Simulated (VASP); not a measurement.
A 63-atom supercell of SiC (zinc blende) holds Mo on the Si site with a neighbouring C vacancy in charge state -1. It is relaxed twice, with the total moment held at 1 and at 3 μB. Method: PBE GGA, VASP's PBE PAW potentials (set 64) (plane waves; VASP). Numerical set-up: PREC = Normal, LREAL = Auto, ISYM = 0, NELECT = 255.0, EDIFF = 1E-5, 400 eV cut-off, 1×1×1 Γ-centred mesh, Gaussian smearing of 0.050 eV, potentials Si C Mo.

The cell is charged, with a uniform compensating background. The supercell is sampled at Γ alone, which is coarse: total energies, pressure and levels can be off, energies of defects by several tenths of an eV.

Which spin state lies lower, and by how much?

The state with 1 μB lies lower, by 0.24 eV.

The cell is a supercell with a defect, built from SiC (zinc blende).
